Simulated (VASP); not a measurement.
Input:

```xyz
2
Lattice="3.0800 0.0000 0.0000 0.0000 3.0800 0.0000 0.0000 0.0000 3.0800" Properties=species:S:1:pos:R:3 pbc="T T T"
Os     0.0000     0.0000     0.0000
Ti     1.5400     1.5400     1.5400
```

Level of theory: PBEsol GGA, VASP's PBE PAW potentials (set 64) (plane waves; VASP 6.6.1). Numerical set-up: 400 eV cut-off, 11×11×11 Γ-centred mesh, first-order Methfessel-Paxton smearing of 0.10 eV, potentials Os Ti_sv.

Task: The ions, cell shape and volume are relaxed. Give the cell that the relaxation ends in.

Result: 
```xyz
2
Lattice="3.0597 0.0000 0.0000 0.0000 3.0597 0.0000 0.0000 0.0000 3.0597" Properties=species:S:1:pos:R:3 pbc="T T T"
Os     0.0000     0.0000     0.0000
Ti     1.5298     1.5298     1.5298
```
Space group Pm-3m (221), at a tolerance of 0.03 Å.

Task: How do energy and volume change from the first to the last step?

Result: The energy (σ→0) changes by -4.7 meV/atom and the volume by -2.0 %, in 4 ionic steps.

The structure comes from a measured TiOs entry (Pm-3m) of the Crystallography Open Database, whose conditions weren't checked. This run relaxes it. Symmetry was kept, so distortions that lower it aren't found.
